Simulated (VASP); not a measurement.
Input:

```yaml
crystal:
  lattice:
    - [4.39464, 0.00000, 0.00000]
    - [0.00000, 4.39464, 0.00000]
    - [0.00000, 0.00000, 4.39464]
  atoms:
    - { symbol: Mn, position: [0.86121, 0.63879, 0.36121], spin: 1.1 }
    - { symbol: Mn, position: [0.36121, 0.86121, 0.63879], spin: 1.1 }
    - { symbol: Mn, position: [0.13879, 0.13879, 0.13879], spin: 1.1 }
    - { symbol: Mn, position: [0.63879, 0.36121, 0.86121], spin: 1.1 }
    - { symbol: Si, position: [0.15392, 0.34608, 0.65392] }
    - { symbol: Si, position: [0.65392, 0.15392, 0.34608] }
    - { symbol: Si, position: [0.84608, 0.84608, 0.84608] }
    - { symbol: Si, position: [0.34608, 0.65392, 0.15392] }
```

Method: PBE GGA, VASP's PBE PAW potentials (set 64) (plane waves; VASP). Numerical set-up: 500 eV cut-off, 7×7×7 Γ-centred mesh, first-order Methfessel-Paxton smearing of 0.10 eV, potentials Mn_pv Si.

The moments were started parallel, and other spin orders were not tried in this run.

### Question
Predict the cell moment, energy per atom (σ→0), pressure, band gap (on the k-mesh) with the smallest direct gap where there is one.

### Answer

```json
{
  "band gap (on the k-mesh)": "none (metal, semimetal or under 0.01 eV)",
  "cell_moment": "3.45 μB",
  "energy per atom (σ→0)": "-7.624 eV/atom",
  "pressure": "20.09 GPa"
}
```

### Question
Give the moment on each site (PAW-sphere projection).

### Answer

```
site  moment (μB)
----  -----------
Mn1          0.90
Mn2          0.90
Mn3          0.90
Mn4          0.90
Si5         -0.04
Si6         -0.04
Si7         -0.04
Si8         -0.04
```

The compound is MnSi in the B20 structure. It was relaxed first under an external pressure of 20 GPa.
